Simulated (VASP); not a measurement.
These are HSEsol screened hybrid, VASP's PBE PAW potentials (set 64) (plane waves; VASP 6.6.1) values and carry that method's errors.

Input for VASP

**KPOINTS**
```
Regular mesh
0
Gamma
 6 6 6
```

### POSCAR
```
KF
1.0
  0.0000000000   2.6549787844   2.6549787844
  2.6549787844   0.0000000000   2.6549787844
  2.6549787844   2.6549787844   0.0000000000
K F
1 1
Direct
  0.0000000000   0.0000000000   0.0000000000
  0.5000000000   0.5000000000   0.5000000000
```

### INCAR
```
SYSTEM = KF
PREC = Accurate; ENCUT = 520; LREAL = F
LASPH = T; ISYM = 3
EDIFF = 1E-6; NELM = 60; ALGO = Normal
ISMEAR = 0; SIGMA = 0.05
GGA = PS; LHFCALC = T; AEXX = 0.25
HFSCREEN = 0.2; PRECFOCK = Fast
ISIF = 2
LWAVE = F; LCHARG = F
```

POTCAR, in this order: K_sv F (PBE.64 set). Program: vasp_std. Read from the step before: WAVECAR.

Output

### OSZICAR
```
       N       E                     dE             d eps       ncg     rms          rms(c)
DAV:   1    -0.101796818799E+02   -0.10180E+02   -0.19934E-01   384   0.594E+00    0.133E+00
DAV:   2    -0.101801848633E+02   -0.50298E-03   -0.13670E-02   504   0.119E+00    0.715E-01
DAV:   3    -0.101792057798E+02    0.97908E-03   -0.13574E-03   432   0.415E-01    0.357E-01
DAV:   4    -0.101789824895E+02    0.22329E-03   -0.30732E-04   576   0.189E-01    0.183E-01
DAV:   5    -0.101789162354E+02    0.66254E-04   -0.65410E-05   612   0.950E-02    0.992E-02
DAV:   6    -0.101788968487E+02    0.19387E-04   -0.13986E-05   508   0.446E-02    0.564E-02
DAV:   7    -0.101788910360E+02    0.58127E-05   -0.39395E-06   452   0.240E-02    0.332E-02
DAV:   8    -0.101788896108E+02    0.14251E-05   -0.13303E-06   332   0.143E-02    0.199E-02
DAV:   9    -0.101788893965E+02    0.21433E-06   -0.64445E-07   292   0.975E-03
   1 F= -.10178889E+02 E0= -.10178889E+02  d E =-.126622E-14
```

**OUTCAR**
```
------------------------ aborting loop because EDIFF is reached ----------------------------------------
  FORCE on cell =-STRESS in cart. coord.  units (eV):
  Direction    XX          YY          ZZ          XY          YZ          ZX
  --------------------------------------------------------------------------------------
  Total       -0.0917309     -0.0917309     -0.0917309     -0.0000000     -0.0000000      0.0000000
  in kB       -3.9265696     -3.9265696     -3.9265696     -0.0000000     -0.0000000      0.0000000
  external PRESSURE =      -3.9265696 kB  Pullay stress =       0.0000000 kB
  volume of cell :       37.43
      direct lattice vectors                 reciprocal lattice vectors
     0.000000000  2.654978784  2.654978784    -0.188325422  0.188325422  0.188325422
     2.654978784  0.000000000  2.654978784     0.188325422 -0.188325422  0.188325422
     2.654978784  2.654978784  0.000000000     0.188325422  0.188325422 -0.188325422
  FREE ENERGIE OF THE ION-ELECTRON SYSTEM (eV)
  ---------------------------------------------------
  free  energy   TOTEN  =       -10.1788893965 eV

  energy  without entropy=      -10.1788893965  energy(sigma->0) =      -10.17888940

  exchange ACFDT corr.  =         0.00000000  see jH, gK, PRB 81, 115126
```
(Selected blocks of OUTCAR.)

OUTCAR:
```
 val. band max:       -4.4601719390   @ k =   0.0000   0.0000   0.0000

 cond. band min:       3.7293703038   @ k =   0.0000   0.0000   0.0000


 Fermi energy:        -4.2029842812

 k-point     1 :       0.0000    0.0000    0.0000
  band No.  band energies     occupation
      1     -31.9137      2.00000
      2     -24.5562      2.00000
      3     -13.8346      2.00000
      4     -13.8346      2.00000
      5     -13.8346      2.00000
      6      -4.4603      2.00000
      7      -4.4602      2.00000
      8      -4.4602      2.00000
      9       3.7294      0.00000
     10       8.5949      0.00000
     11       8.5949      0.00000
     12       8.5949      0.00000

 k-point     2 :       0.1667    0.0000    0.0000
  band No.  band energies     occupation
      1     -31.8856      2.00000
      2     -24.5819      2.00000
      3     -13.9073      2.00000
      4     -13.8429      2.00000
      5     -13.8429      2.00000
      6      -4.6954      2.00000
      7      -4.5566      2.00000
      8      -4.5565      2.00000
      9       4.4983      0.00000
     10       8.1255      0.00000
     11       8.9934      0.00000
     12       8.9934      0.00000

 k-point     3 :       0.3333    0.0000    0.0000
  band No.  band energies     occupation
      1     -31.8286      2.00000
      2     -24.6338      2.00000
      3     -14.0516      2.00000
      4     -13.8591      2.00000
      5     -13.8591      2.00000
      6      -5.1026      2.00000
      7      -4.7438      2.00000
      8      -4.7437      2.00000
      9       6.1245      0.00000
     10       7.8245      0.00000
     11       9.8143      0.00000
     12       9.8143      0.00000

 k-point     4 :       0.5000    0.0000    0.0000
  band No.  band energies     occupation
      1     -31.7997      2.00000
      2     -24.6601      2.00000
      3     -14.1231      2.00000
      4     -13.8671      2.00000
      5     -13.8671      2.00000
      6      -5.2836      2.00000
...
```

The compound is KF in the rock salt structure. This cell is one point of a volume scan, at 0.94 of the reference volume. The cell's shape comes from a PBE relaxation.
